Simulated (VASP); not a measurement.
Wanted: the native input for a VASP 6.6.1 run.

| Property | Result |
| --- | --- |
| Task | relaxation of cell and atoms |
| Functional | PBE |
| Potentials or basis | VASP PAW PBE potentials, release 64 (Ti_sv, Sn_d, S) |
| Cutoff | 520 eV |
| k mesh | 3 × 3 × 3 |
| Occupations | gaussian, width 0.15 eV |
| Spin | no spin polarisation |
| Further INCAR settings | PREC = Normal; ALGO = Fast; EDIFF = 0.0001; IBRION = 2; EDIFFG = -0.08; NSW = 24; ISIF = 3 |

The structure of TiSnS4 lies in POSCAR:

```
TiSnS4
1.0
    0.0000000000      4.2515159200      4.2515159200
    4.2515159200      0.0000000000      4.2515159200
    4.2515159200      4.2515159200      0.0000000000
Ti Sn S
1 1 4
Direct
    0.7500000000      0.7500000000      0.7500000000
    0.0000000000      0.0000000000      0.0000000000
    0.6096012400      0.1711962800      0.6096012400
    0.6096012400      0.6096012400      0.6096012400
    0.1711962800      0.6096012400      0.6096012400
    0.6096012400      0.6096012400      0.1711962800
```

The cell was built by a generator and needn't be a form met in nature.

The input as run:

INCAR

```
SYSTEM = TiSnS4
PREC = Normal ; ENCUT = 520
EDIFF = 1E-4 ; ISMEAR = 0
SIGMA = 0.15 ; LREAL = .False.
LASPH = .True. ; NELM = 60
ALGO = Fast ; ISIF = 3
LWAVE = .False. ; LCHARG = .False.
GGA = PE ; IBRION = 2
NSW = 24 ; EDIFFG = -0.08
```

KPOINTS

```
Automatic mesh
0
Gamma
  3 3 3
  0 0 0
```

Potentials or basis: VASP PAW PBE potentials, release 64 (Ti_sv, Sn_d, S).

Run with:

```console
$ cat potpaw_PBE.64/Ti_sv/POTCAR potpaw_PBE.64/Sn_d/POTCAR potpaw_PBE.64/S/POTCAR > POTCAR
$ mpirun -np 1 vasp_std > vasp.out
```

Results of the run:

```json
{"Relaxed volume": "31.31 Å³/atom", "Relaxed cell": "a = 6.429 Å, b = 6.429 Å, c = 6.429 Å, α = 60.00°, β = 60.00°, γ = 60.00°", "Space group after relaxing (to 0.05 Å)": "F-43m (No. 216)", "Energy gained by relaxing": "180.1 meV/atom", "Ionic steps": "10", "Pressure after relaxing": "0.0 GPa", "Largest force after relaxing": "0.017 eV/Å", "Band gap on the k mesh": "none (metal or under the smearing width)"}
```

Caveat: the k mesh is coarse (spacing up to 0.43 Å⁻¹), so the values aren't converged; the volume moved by over 15 % at a fixed basis, so the end points are rough; the relaxation stopped at a loose force limit of 0.08 eV/Å, so its end isn't a converged minimum.

Run time: 92 s on 1 thread of Intel(R) Xeon(R) Platinum 8488C (Sapphire Rapids), with other jobs on the host, peak memory 0.22 GiB.
